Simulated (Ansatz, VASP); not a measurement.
## Two plane-wave programs on CuMo4

```xyz
5
Lattice="4.4592 0.0000 0.0000 0.0000 4.4592 0.0000 0.0000 0.0000 4.4592" Properties=species:S:1:pos:R:3 pbc="T T T"
Cu    0.0000    0.0000    0.0000
Mo    2.2296    0.0000    0.0000
Mo    0.0000    2.2296    0.0000
Mo    0.0000    0.0000    2.2296
Mo    2.2296    2.2296    2.2296
```

Alike in both runs: functional PBE; k mesh 4 × 4 × 4; occupations gaussian, width 0.1 eV; no spin polarisation.

Ansatz relaxed the structure, and its values are those at the end. VASP's run is a single point on that final structure, the one shown.

|  | VASP | Ansatz |
| --- | --- | --- |
| version | VASP 6.6.1 | Ansatz 0.2.0 |
| potentials or method | VASP PAW PBE potentials, release 64 (Cu, Mo_sv) | scalar-relativistic, plane waves, PAW |
| plane-wave cutoff (eV) | 520 | 420 |
| valence electrons in the cell | 67 | 75 |

VASP gave:

- gap on the k mesh at the Fermi level (eV): none
- pressure (GPa): 0.2

**Question.** Estimate Ansatz's values.

**Answer.** gap on the k mesh at the Fermi level (eV): none; pressure (GPa): -0.1.

A gap of «none» marks a metal or a gap that the smearing closes. The two sets of potentials don't hold the same shells in valence.
